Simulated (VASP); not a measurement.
A convergence study with VASP on Y (space group no. 194 when undisturbed): a few settings are varied, all else stays as given below, so the limit is that of these other settings. One atom is moved off its site, so that forces are finite.

```yaml
crystal:
  lattice:
    - [1.81953, -3.15151, 0.00000]
    - [1.81953, 3.15151, 0.00000]
    - [0.00000, 0.00000, 5.71281]
  atoms:
    - { symbol: Y, position: [0.33333, 0.66667, 0.25875] }
    - { symbol: Y, position: [0.66667, 0.33333, 0.75000] }
```

Method: PBE GGA, VASP's PBE PAW potentials (set 64) (plane waves; VASP). The last row used: 300 eV cut-off, 16×16×10 Γ-centred mesh, first-order Methfessel-Paxton smearing of 0.010 eV, potentials Y_sv.

```
setting       E (eV/atom)  pressure (GPa)  largest force (eV/Å)  irreducible k-points
------------  -----------  --------------  --------------------  --------------------
SIGMA = 1.0       -6.4501            0.00                 0.149                   264
SIGMA = 0.5    (withheld)      (withheld)            (withheld)                   264
SIGMA = 0.3       -6.4270           -0.14                 0.173                   264
SIGMA = 0.2    (withheld)           -0.15                 0.173                   264
SIGMA = 0.1       -6.4276           -0.15                 0.177                   264
SIGMA = 0.05      -6.4276           -0.15                 0.179                   264
SIGMA = 0.02      -6.4276           -0.15                 0.178                   264
SIGMA = 0.01      -6.4276           -0.15                 0.177                   264
```

Question: Fill in the missing entries.

Answer: 
- SIGMA = 0.5, E (eV/atom): -6.4302
- SIGMA = 0.5, pressure (GPa): -0.12
- SIGMA = 0.5, largest force (eV/Å): 0.170
- SIGMA = 0.2, E (eV/atom): -6.4273

VASP warned of too few bands at SIGMA = 1.0.

Left out are rungs that failed or repeat a setting and relaxations that didn't move; long series are thinned to 24 rows.

The structure is a typed Y crystal (space group no. 194). The cell was not relaxed at this level, it is distorted from the ideal structure. VASP warned that the highest band is occupied, so more bands are needed.
